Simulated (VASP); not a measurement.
Computed with PBEsol GGA, VASP's PBE PAW potentials (set 64) (plane waves; VASP 6.6.1).

Input for VASP

File POSCAR:
```
BaTiO3
1
    3.9837729775     0.0000000000     0.0000000000
    0.0000000000     3.9837729775     0.0000000000
    0.0000000000     0.0000000000     3.9837729775
Ba Ti O
1 1 3
Direct
  0.0000000000   0.0000000000   0.0000000000
  0.5000000000   0.5000000000   0.5000000000
  0.5000000000   0.0000000000   0.5000000000
  0.0000000000   0.5000000000   0.5000000000
  0.5000000000   0.5000000000   0.0000000000
```

### KPOINTS
```
Automatic mesh
0
Gamma
6 6 6
0 0 0
```

INCAR:
```
# general
SYSTEM   = BaTiO3
PREC     = Accurate
ENCUT    = 520
LREAL    = .False.   # projection in real space or not
LASPH    = .True.   # aspherical one-centre terms

# electronic loop
EDIFF    = 1E-8
NELM     = 100   # most electronic steps
ALGO     = Normal   # blocked Davidson
LMAXMIX  = 4

# smearing
ISMEAR   = 0   # Gaussian
SIGMA    = 0.01   # width (eV)

# functional
GGA      = PS   # PBEsol

# output
LWAVE    = .False.
LCHARG   = .False.

# other
LEPSILON = .True.
```

POTCAR, in this order: Ba_sv Ti_sv O (PBE.64 set). Program: vasp_std.

What VASP printed:

OUTCAR:
```
 ion  position               nearest neighbor table
   1  0.000  0.000  0.000-   3 2.82   4 2.82   5 2.82   3 2.82   4 2.82   4 2.82   5 2.82   4 2.82
                             3 2.82   5 2.82   3 2.82   5 2.82   2 3.45   2 3.45   2 3.45   2 3.45
   2  0.500  0.500  0.500-   3 1.99   4 1.99   5 1.99   5 1.99   3 1.99   4 1.99   1 3.45   1 3.45
                             1 3.45   1 3.45   1 3.45   1 3.45   1 3.45   1 3.45
   3  0.500  0.000  0.500-   2 1.99   2 1.99   1 2.82   1 2.82   1 2.82   1 2.82
   4  0.000  0.500  0.500-   2 1.99   2 1.99   1 2.82   1 2.82   1 2.82   1 2.82
   5  0.500  0.500  0.000-   2 1.99   2 1.99   1 2.82   1 2.82   1 2.82   1 2.82
  LATTYP: Found a simple cubic cell.
 ALAT       =     3.9837729775
 Subroutine PRICEL returns:
 Original cell was already a primitive cell.
 Subroutine GETGRP returns: Found 48 space group operations
The static configuration has the point symmetry O_h .
The dynamic configuration has the point symmetry O_h .
 Subroutine INISYM returns: Found 48 space group operations
 Subroutine IBZKPT returns following result:
 Found     20 irreducible k-points:

 Following reciprocal coordinates:
            Coordinates               Weight
  0.000000  0.000000  0.000000      1.000000
  0.166667  0.000000  0.000000      6.000000
  0.333333  0.000000  0.000000      6.000000
  0.500000  0.000000  0.000000      3.000000
  0.166667  0.166667  0.000000     12.000000
  0.333333  0.166667  0.000000     24.000000
  0.500000  0.166667  0.000000     12.000000
  0.333333  0.333333  0.000000     12.000000
  0.500000  0.333333  0.000000     12.000000
  0.500000  0.500000  0.000000      3.000000
  0.166667  0.166667  0.166667      8.000000
  0.333333  0.166667  0.166667     24.000000
  0.500000  0.166667  0.166667     12.000000
  0.333333  0.333333  0.166667     24.000000
  0.500000  0.333333  0.166667     24.000000
  0.500000  0.500000  0.166667      6.000000
  0.333333  0.333333  0.333333      8.000000
  0.500000  0.333333  0.333333     12.000000
  0.500000  0.500000  0.333333      6.000000
...
```

OSZICAR:
```
...
RMM:  21    -0.146637312850E+01   -0.46445E-06   -0.11407E-06   668   0.402E-04
RMM:  22    -0.146637341163E+01   -0.28313E-06   -0.37233E-06   648   0.335E-04
RMM:  23    -0.146637369658E+01   -0.28494E-06   -0.26744E-06   629   0.276E-04
RMM:  24    -0.146637386143E+01   -0.16485E-06   -0.49497E-06   600   0.229E-04
RMM:  25    -0.146637404285E+01   -0.18143E-06   -0.22399E-06   559   0.189E-04
RMM:  26    -0.146637413337E+01   -0.90520E-07   -0.43814E-06   561   0.157E-04
RMM:  27    -0.146637423670E+01   -0.10332E-06   -0.53698E-07   521   0.130E-04
RMM:  28    -0.146637427986E+01   -0.43165E-07   -0.13541E-06   506   0.109E-04
RMM:  29    -0.146637431636E+01   -0.36499E-07    0.35971E-07   495   0.914E-05
RMM:  30    -0.146637433530E+01   -0.18940E-07    0.28368E-07   486   0.782E-05
RMM:  31    -0.146637434349E+01   -0.81890E-08    0.81437E-08   458   0.686E-05
 Linear response to external field, progress :
  Direction:   1
       N       E                     dE             d eps       ncg     rms          rms(c)
RMM:   1    -0.966223714019E+00   -0.96622E+00   -0.38139E+00  3196   0.995E+00
RMM:   2    -0.104511930502E+01   -0.78896E-01   -0.19434E-01  3689   0.201E+00    0.132E+00
RMM:   3    -0.103433445115E+01    0.10785E-01   -0.83645E-02  3516   0.146E+00    0.748E-01
RMM:   4    -0.106013866634E+01   -0.25804E-01   -0.50931E-02  3509   0.125E+00    0.194E-01
RMM:   5    -0.107207825262E+01   -0.11940E-01   -0.20023E-02  4018   0.528E-01    0.520E-02
RMM:   6    -0.107405047572E+01   -0.19722E-02   -0.53809E-03  4133   0.233E-01    0.364E-02
RMM:   7    -0.107498033936E+01   -0.92986E-03   -0.35079E-03  4053   0.114E-01    0.267E-02
RMM:   8    -0.107593560081E+01   -0.95526E-03   -0.12977E-03  3799   0.736E-02    0.491E-03
RMM:   9    -0.107606253159E+01   -0.12693E-03   -0.10593E-03  4084   0.403E-02    0.223E-03
RMM:  10    -0.107611378446E+01   -0.51253E-04   -0.16601E-04  4252   0.241E-02    0.209E-03
RMM:  11    -0.107623467189E+01   -0.12089E-03   -0.32184E-04  3984   0.164E-02    0.143E-03
RMM:  12    -0.107630414342E+01   -0.69472E-04   -0.16773E-04  4114   0.112E-02    0.646E-04
RMM:  13    -0.107630646767E+01   -0.23243E-05   -0.18861E-04  4158   0.770E-03    0.406E-04
RMM:  14    -0.107632726911E+01   -0.20801E-04   -0.65960E-05  4315   0.531E-03    0.600E-04
RMM:  15    -0.107632054729E+01    0.67218E-05   -0.11086E-04  3813   0.398E-03    0.135E-03
RMM:  16    -0.107637788184E+01   -0.57335E-04   -0.46186E-05  4322   0.403E-03    0.185E-04
RMM:  17    -0.107638360184E+01   -0.57200E-05   -0.58059E-05  3995   0.206E-03    0.145E-04
RMM:  18    -0.107638978644E+01   -0.61846E-05   -0.36786E-05  3744   0.142E-03    0.147E-04
RMM:  19    -0.107639568233E+01   -0.58959E-05   -0.26695E-05  3546   0.102E-03    0.132E-04
RMM:  20    -0.107640537359E+01   -0.96913E-05   -0.16191E-05  4092   0.868E-04    0.282E-04
RMM:  21    -0.107640121625E+01    0.41573E-05   -0.58938E-06  3115   0.527E-04    0.982E-05
RMM:  22    -0.107639869520E+01    0.25211E-05   -0.31454E-06  2989   0.383E-04    0.454E-05
RMM:  23    -0.107639849162E+01    0.20358E-06   -0.24181E-06  1413   0.218E-04    0.760E-05
RMM:  24    -0.107639939809E+01   -0.90647E-06   -0.12461E-06  1116   0.158E-04    0.610E-05
RMM:  25    -0.107640040070E+01   -0.10026E-05   -0.12111E-06  1702   0.134E-04    0.365E-05
RMM:  26    -0.107640261549E+01   -0.22148E-05   -0.59609E-07  2284   0.143E-04    0.328E-05
RMM:  27    -0.107640275133E+01   -0.13584E-06   -0.52598E-07   643   0.723E-05    0.318E-05
RMM:  28    -0.107640180754E+01    0.94379E-06   -0.28823E-07   742   0.674E-05    0.429E-06
 Linear response to external field, progress :
  Direction:   2
       N       E                     dE             d eps       ncg     rms          rms(c)
RMM:   1    -0.966722022478E+00   -0.96672E+00   -0.38189E+00  3198   0.995E+00
RMM:   2    -0.104511806965E+01   -0.78396E-01   -0.19537E-01  3685   0.202E+00    0.132E+00
RMM:   3    -0.103433678619E+01    0.10781E-01   -0.83603E-02  3516   0.146E+00    0.749E-01
RMM:   4    -0.106015401372E+01   -0.25817E-01   -0.50841E-02  3510   0.125E+00    0.194E-01
RMM:   5    -0.107203891378E+01   -0.11885E-01   -0.19928E-02  4038   0.528E-01    0.529E-02
RMM:   6    -0.107399987682E+01   -0.19610E-02   -0.53977E-03  4131   0.234E-01    0.374E-02
RMM:   7    -0.107493869924E+01   -0.93882E-03   -0.35030E-03  4055   0.116E-01    0.275E-02
RMM:   8    -0.107595201155E+01   -0.10133E-02   -0.75473E-04  3778   0.751E-02    0.507E-03
RMM:   9    -0.107604998691E+01   -0.97975E-04   -0.12747E-03  4106   0.410E-02    0.211E-03
RMM:  10    -0.107612349720E+01   -0.73510E-04    0.13490E-05  4279   0.242E-02    0.207E-03
RMM:  11    -0.107624951963E+01   -0.12602E-03   -0.10788E-04  4000   0.164E-02    0.135E-03
RMM:  12    -0.107630068206E+01   -0.51162E-04    0.87253E-05  4140   0.111E-02    0.531E-04
RMM:  13    -0.107631853748E+01   -0.17855E-04    0.33996E-05  4131   0.754E-03    0.290E-04
RMM:  14    -0.107633364006E+01   -0.15103E-04    0.12731E-04  4344   0.510E-03    0.554E-04
RMM:  15    -0.107632065996E+01    0.12980E-04    0.23303E-05  3765   0.378E-03    0.144E-03
RMM:  16    -0.107637022872E+01   -0.49569E-04    0.59933E-05  4138   0.357E-03    0.329E-04
RMM:  17    -0.107637917526E+01   -0.89465E-05    0.12767E-05  3947   0.186E-03    0.245E-04
RMM:  18    -0.107638925967E+01   -0.10084E-04    0.14054E-05  3728   0.129E-03    0.135E-04
RMM:  19    -0.107639655738E+01   -0.72977E-05    0.32579E-06  3747   0.911E-04    0.119E-04
RMM:  20    -0.107639700543E+01   -0.44805E-06    0.10102E-05  3090   0.554E-04    0.459E-05
RMM:  21    -0.107639493166E+01    0.20738E-05    0.57187E-06  2776   0.401E-04    0.834E-05
RMM:  22    -0.107639576278E+01   -0.83112E-06    0.58487E-06  1569   0.260E-04    0.859E-05
RMM:  23    -0.107639867879E+01   -0.29160E-05    0.29712E-06  2736   0.238E-04    0.131E-05
RMM:  24    -0.107639947625E+01   -0.79746E-06    0.22550E-06  1598   0.144E-04    0.845E-06
 Linear response to external field, progress :
  Direction:   3
       N       E                     dE             d eps       ncg     rms          rms(c)
RMM:   1    -0.966198055998E+00   -0.96620E+00   -0.38136E+00  3188   0.992E+00
RMM:   2    -0.104498610153E+01   -0.78788E-01   -0.19475E-01  3683   0.200E+00    0.132E+00
RMM:   3    -0.103429885224E+01    0.10687E-01   -0.84218E-02  3509   0.146E+00    0.748E-01
RMM:   4    -0.106011632791E+01   -0.25817E-01   -0.51287E-02  3511   0.125E+00    0.194E-01
RMM:   5    -0.107208508601E+01   -0.11969E-01   -0.19796E-02  4003   0.523E-01    0.520E-02
RMM:   6    -0.107403086372E+01   -0.19458E-02   -0.53949E-03  4111   0.229E-01    0.364E-02
RMM:   7    -0.107497887888E+01   -0.94802E-03   -0.34788E-03  4042   0.114E-01    0.264E-02
RMM:   8    -0.107593997034E+01   -0.96109E-03   -0.22726E-03  3776   0.728E-02    0.479E-03
RMM:   9    -0.107605472781E+01   -0.11476E-03   -0.18896E-03  4088   0.394E-02    0.208E-03
RMM:  10    -0.107612917684E+01   -0.74449E-04   -0.30668E-04  4262   0.232E-02    0.208E-03
RMM:  11    -0.107625550221E+01   -0.12633E-03   -0.69743E-04  3969   0.157E-02    0.144E-03
RMM:  12    -0.107630661912E+01   -0.51117E-04   -0.29907E-04  4142   0.106E-02    0.570E-04
RMM:  13    -0.107632863835E+01   -0.22019E-04   -0.51341E-04  4083   0.715E-03    0.289E-04
RMM:  14    -0.107634512646E+01   -0.16488E-04   -0.73985E-05  4279   0.480E-03    0.372E-04
RMM:  15    -0.107634470066E+01    0.42580E-06   -0.12876E-04  3967   0.327E-03    0.831E-04
RMM:  16    -0.107635476662E+01   -0.10066E-04   -0.11071E-05  3600   0.236E-03    0.823E-04
RMM:  17    -0.107636340245E+01   -0.86358E-05   -0.62535E-05  3667   0.167E-03    0.793E-04
RMM:  18    -0.107636754631E+01   -0.41439E-05    0.26223E-06  3492   0.108E-03    0.836E-04
```

### OUTCAR
```
------------------------ aborting loop because EDIFF is reached ----------------------------------------

 HEAD OF MICROSCOPIC STATIC DIELECTRIC TENSOR (INDEPENDENT PARTICLE, excluding Hartree and local field effects)
 ------------------------------------------------------
           7.056131     0.000000    -0.000000
           0.000000     7.056131    -0.000000
           0.000000     0.000000     7.056131
 ------------------------------------------------------

 MACROSCOPIC STATIC DIELECTRIC TENSOR (including local field effects in DFT)
 ------------------------------------------------------
           6.866630    -0.000000    -0.000000
           0.000000     6.866630    -0.000000
           0.000000     0.000000     6.866630
 ------------------------------------------------------

 PIEZOELECTRIC TENSOR (including local field effects)  for field in x, y, z        (e  Angst)
          XX          YY          ZZ          XY          YZ          ZX
  --------------------------------------------------------------------------------
  x     0.00000     0.00000     0.00000     0.00000     0.00000     0.00000
  y     0.00000     0.00000     0.00000     0.00000     0.00000     0.00000
  z     0.00000     0.00000     0.00000     0.00000     0.00000     0.00000

 PIEZOELECTRIC TENSOR (including local field effects)  for field in x, y, z        (C/m^2)
          XX          YY          ZZ          XY          YZ          ZX
  --------------------------------------------------------------------------------
  x     0.00000     0.00000     0.00000     0.00000     0.00000     0.00000
  y     0.00000     0.00000     0.00000     0.00000     0.00000     0.00000
  z     0.00000     0.00000     0.00000     0.00000     0.00000     0.00000

 BORN EFFECTIVE CHARGES (including local field effects) (in |e|, cummulative output)
 ---------------------------------------------------------------------------------
 ion    1
    1     2.75529    -0.00000    -0.00000
    2     0.00000     2.75529     0.00000
    3    -0.00000     0.00000     2.75529
 ion    2
    1     7.46259     0.00000    -0.00000
    2     0.00000     7.46259     0.00000
    3     0.00000     0.00000     7.46259
 ion    3
    1    -2.15743     0.00000    -0.00000
    2     0.00000    -5.90303    -0.00000
    3    -0.00000     0.00000    -2.15743
 ion    4
    1    -5.90303     0.00000    -0.00000
    2     0.00000    -2.15743     0.00000
    3     0.00000     0.00000    -2.15743
 ion    5
    1    -2.15743     0.00000    -0.00000
    2     0.00000    -2.15743     0.00000
    3    -0.00000     0.00000    -5.90303
```
(Selected blocks of OUTCAR.)

The dielectric response may not be converged in the k-mesh; for small gaps it tends to come out too large.

The compound is BaTiO3 in the cubic perovskite structure, the ideal cubic form; the compound distorts at low or room temperature. It was relaxed first.
